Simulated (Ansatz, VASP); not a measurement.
# GaN: VASP beside Ansatz, part 2 of 2

Aim: how closely do two programs agree when they are given the same cell, functional and k mesh? The cell is taken from a series of runs on this material, whose earlier steps may have relaxed, scaled, displaced or heated it; both programs get it as it stands.

VASP 6.6.1 and Ansatz 0.2.0.

So far: The structure; Ansatz: single point, HSE06, spin-orbit coupling.

**3. VASP: single point, HSE06, spin-orbit coupling**

Level of this step: HSE06, spin-orbit coupling; plane waves and PAW (Ga_d, N) (VASP).

The same cell, functional, mesh and smearing now go to VASP, with its own data sets.

Lines of VASP's logs that name or quote its potential files are left out, and so is its time.

The run reads the wave functions of an earlier VASP run, which isn't shown here.

INCAR

```
SYSTEM = GaN
PREC = Accurate
ENCUT = 520
EDIFF = 1E-06
NELM = 100
ISMEAR = -1
SIGMA = 0.02
LREAL = .FALSE.
ALGO = Normal
LHFCALC = .TRUE.
AEXX = 0.25
GGA = PE
HFSCREEN = 0.208
LASPH = .TRUE.
LNONCOLLINEAR = .TRUE.
MAGMOM = 0 0 0 0 0 0
NBANDS = 30
GGA_COMPAT = .FALSE.
LSORBIT = .TRUE.
PRECFOCK = Fast
LORBIT = 11
LWAVE = .FALSE.
LCHARG = .FALSE.
KPAR = 16
ISIF = 2
```

POSCAR

```
GaN
1.0
    0.0000000000      2.2535006075      2.2535006075
    2.2535006075      0.0000000000      2.2535006075
    2.2535006075      2.2535006075      0.0000000000
Ga N
1 1
Direct
    0.0000000000      0.0000000000      0.0000000000
    0.7500000000      0.7500000000      0.7500000000
```

KPOINTS

```
Automatic mesh
0
Gamma
6 6 6
0 0 0
```

Potentials, in the order of the species: Ga_d and N (PBE family, release 64).

Command:

```sh
$ mpirun -np 16 vasp_ncl
```

Numbers of over 12 decimals in the logs are rounded to 6 here.

The log of the run:

```text
[banner, memory and clock lines left out]
running   16 mpi-ranks, on    1 nodes
 distrk:  each k-point on    1 cores,   16 groups
 distr:  one band on    1 cores,    1 groups

 POSCAR found type information on POSCAR GaN
 POSCAR found :  2 types and       2 ions
|                                                                             |
|           W    W    AA    RRRRR   N    N  II  N    N   GGGG   !!!           |
|           W    W   A  A   R    R  NN   N  II  NN   N  G    G  !!!           |
|           W    W  A    A  R    R  N N  N  II  N N  N  G       !!!           |
|           W WW W  AAAAAA  RRRRR   N  N N  II  N  N N  G  GGG   !            |
|           WW  WW  A    A  R   R   N   NN  II  N   NN  G    G                |
|           W    W  A    A  R    R  N    N  II  N    N   GGGG   !!!           |
|                                                                             |
|     For optimal performance we recommend to set                             |
|       NCORE = 2 up to number-of-cores-per-socket                            |
|     NCORE specifies how many cores store one orbital (NPAR=cpu/NCORE).      |
|     This setting can greatly improve the performance of VASP for DFT.       |
|     The default, NCORE=1 might be grossly inefficient on modern             |
|     multi-core architectures or massively parallel machines. Do your        |
|     Unfortunately you need to use the default for GW and RPA                |
|     calculations (for HF NCORE is supported but not extensively tested      |
|     yet).                                                                   |
|                                                                             |

 LDA part: xc-table for (Slater+PW92), standard interpolation
 found WAVECAR, reading the header
 POSCAR, INCAR and KPOINTS ok, starting setup
 FFT: planning ... GRIDC
 FFT: planning ... GRID_SOFT
 FFT: planning ... GRID
 reading WAVECAR
 the WAVECAR file was read successfully
 initial charge from wavefunction
 entering main loop
       N       E                     dE             d eps       ncg     rms          rms(c)
DAV:   1    -0.147467352616E+02   -0.14747E+02   -0.49244E-01  2028   0.242E+01    0.569E-01
DAV:   2    -0.147445345184E+02    0.22007E-02   -0.62528E-02  1650   0.594E+00    0.397E-01
DAV:   3    -0.147427886929E+02    0.17458E-02   -0.73851E-03  2068   0.191E+00    0.235E-01
DAV:   4    -0.147425704498E+02    0.21824E-03   -0.17378E-03  1912   0.494E-01    0.114E-01
DAV:   5    -0.147424683712E+02    0.10208E-03   -0.93597E-05  1784   0.123E-01    0.642E-02
DAV:   6    -0.147424294225E+02    0.38949E-04   -0.16229E-05  1576   0.441E-02    0.360E-02
DAV:   7    -0.147424155749E+02    0.13848E-04   -0.45415E-06  1624   0.226E-02    0.206E-02
DAV:   8    -0.147424107037E+02    0.48713E-05   -0.13150E-06  1400   0.139E-02    0.121E-02
DAV:   9    -0.147424087414E+02    0.19622E-05   -0.69587E-07  1098   0.898E-03    0.732E-03
DAV:  10    -0.147424080273E+02    0.71409E-06   -0.28148E-07   876   0.577E-03
   1 F= -.14742408E+02 E0= -.14742408E+02  d E =-.161830E-10  mag=    -0.0000     0.0000    -0.0000
```

OUTCAR, selected parts (step 3):

```text
ion  position               nearest neighbor table
   1  0.000  0.000  0.000-   2 1.95   2 1.95   2 1.95   2 1.95
   2  0.750  0.750  0.750-   1 1.95   1 1.95   1 1.95   1 1.95

  LATTYP: Found a face centered cubic cell.
 ALAT       =     4.5070012150

 Subroutine GETGRP returns: Found 24 space group operations
 (whereof 24 operations were pure point group operations)

The static configuration has the point symmetry T_d .

 Found     22 irreducible k-points:

   k-points           NKPTS =     22   k-points in BZ     NKDIM =    216   number of bands    NBANDS=     30

   dimension x,y,z NGX =    24 NGY =   24 NGZ =   24
   dimension x,y,z NGXF=    48 NGYF=   48 NGZF=   48

   ENCUT  =  520.0 eV  38.22 Ry    6.18 a.u.   5.93  5.93  5.93*2*pi/ulx,y,z

   NELECT =      18.0000    total number of electrons

 k-points in reciprocal lattice and weights: Automatic mesh
   0.00000000  0.00000000  0.00000000       0.005
   0.16666667  0.00000000  0.00000000       0.019
  -0.16666667  0.00000000  0.00000000       0.019
   0.33333333  0.00000000  0.00000000       0.019
  -0.33333333  0.00000000  0.00000000       0.019
   0.50000000  0.00000000  0.00000000       0.019
   0.16666667  0.16666667  0.00000000       0.028
   0.33333333  0.16666667  0.00000000       0.056
  -0.33333333 -0.16666667  0.00000000       0.056
[...]
-0.33333333  0.33333333  0.16666667       0.111
  -0.33333333  0.50000000  0.16666667       0.056

  exchange ACFDT corr.  =         0.00000000  see jH, gK, PRB 81, 115126

 average (electrostatic) potential at core
       1 -56.5031       2 -57.0246

 E-fermi :   4.8707

 k-point     1 :       0.0000    0.0000    0.0000
  band No.  band energies     occupation
    ...
     14       4.4459      1.00000
     15       4.4674      1.00000
     16       4.4674      1.00000
     17       4.4674      1.00000
     18       4.4674      1.00000
     19       7.4368      0.00000
     20       7.4368      0.00000
     21      16.1578      0.00000
     22      16.1578      0.00000
     23      16.4788      0.00000
    ...

 k-point     2 :       0.1667    0.0000    0.0000
  band No.  band energies     occupation
    ...
     14       2.0729      1.00000
     15       4.1589      1.00000
     16       4.1589      1.00000
     17       4.1740      1.00000
     18       4.1830      1.00000
     19       9.0959      0.00000
     20       9.0959      0.00000
     21      15.3181      0.00000
     22      15.3181      0.00000
     23      16.6702      0.00000
    ...

 k-point     3 :      -0.1667    0.0000    0.0000
  band No.  band energies     occupation
    ...
     14       2.0729      1.00000
     15       4.1589      1.00000
     16       4.1589      1.00000
     17       4.1740      1.00000
     18       4.1830      1.00000
     19       9.0959      0.00000
     20       9.0959      0.00000
     21      15.3181      0.00000
     22      15.3181      0.00000
     23      16.6702      0.00000
    ...

  Total       -0.1829079     -0.1829079     -0.1829079      0.0000000      0.0000000      0.0000000
  in kB      -12.8038349    -12.8038349    -12.8038349      0.0000000      0.0000000      0.0000000
  external PRESSURE =     -12.8038349 kB  Pullay stress =       0.0000000 kB

  energy-cutoff  :      520.00
  volume of cell :       22.89
      direct lattice vectors                 reciprocal lattice vectors
     0.000000000  2.253500607  2.253500607    -0.221877020  0.221877020  0.221877020
     2.253500607  0.000000000  2.253500607     0.221877020 -0.221877020  0.221877020
     2.253500607  2.253500607  0.000000000     0.221877020  0.221877020 -0.221877020

 POSITION                                       TOTAL-FORCE (eV/Angst)
 -----------------------------------------------------------------------------------
      0.00000      0.00000      0.00000         0.000000      0.000000      0.000000
      3.38025      3.38025      3.38025        -0.000000     -0.000000     -0.000000
 -----------------------------------------------------------------------------------
    total drift:                               -0.000013      0.000006     -0.000006

  FREE ENERGIE OF THE ION-ELECTRON SYSTEM (eV)
  ---------------------------------------------------
  free  energy   TOTEN  =       -14.7424080273 eV

  energy  without entropy=      -14.7424080273  energy(sigma->0) =      -14.74240803

 Spin-Orbit-Coupling matrix elements
 Ion:    1  E_soc:     -0.0096878
 Ion:    2  E_soc:     -0.0000936

 total charge
# of ion       s       p       d       tot
------------------------------------------
    1        0.754   0.894  10.199  11.847
    2        1.221   2.538   0.000   3.758
--------------------------------------------------
tot          1.975   3.431  10.199  15.605

 magnetization (x)
# of ion       s       p       d       tot
------------------------------------------
    1       -0.000   0.000   0.000   0.000
    2        0.000   0.000   0.000   0.000
--------------------------------------------------
tot          0.000   0.000   0.000   0.000

 magnetization (y)
# of ion       s       p       d       tot
------------------------------------------
    1        0.000  -0.000   0.000  -0.000
    2        0.000   0.000   0.000   0.000
--------------------------------------------------
tot          0.000   0.000   0.000   0.000

 magnetization (z)
# of ion       s       p       d       tot
------------------------------------------
    1        0.000   0.000  -0.000   0.000
    2        0.000  -0.000   0.000   0.000
--------------------------------------------------
tot          0.000   0.000  -0.000   0.000

[... 3 further parts left out ...]
```

The run ends at a pressure of -1.28 GPa.

**4. Differences**

Known differences besides the potentials themselves: spin-orbit coupling enters by fully relativistic files in Ansatz and inside the spheres in VASP; exact exchange at q = 0 is treated differently, which shows on coarse meshes; VASP keeps PBE cores, Ansatz makes them for the functional; the cutoff is 420 eV in Ansatz and 520 eV in VASP; VASP takes a coarser grid for exact exchange (PRECFOCK = Fast). Total energies have different zeros and are not compared.

Compared:

```csv
quantity,Ansatz,VASP,difference
gap on the k mesh (eV),2.953,2.969,-0.017
```

A gap on the mesh is an upper bound, since the band edges may lie between its points.

**5. What came out**

```yaml
difference_in_gap_on_the_k_mesh_single_point_hse06_spin_orbit_coupling: -0.017 eV
```

What this shows: The difference in gap on the k mesh is -0.017 eV (single point, HSE06, spin-orbit coupling), within the 0.08 eV picked in this series as the mark of a large difference. How closely two codes agree says nothing of how well the functional describes the real material.

[Lines on the potential files, build, host, timing and source positions are cut from VASP's logs without a mark.]

[Logs are printed without paths, hosts, clocks, repeated set-up lines and the standing remarks that a program may print on its own settings, such as how far it seeks lower states.]

[Hosts, paths, dates, database ids (printed as entryN), source tags and the programs' standing remarks are cut or masked in the printed files.]
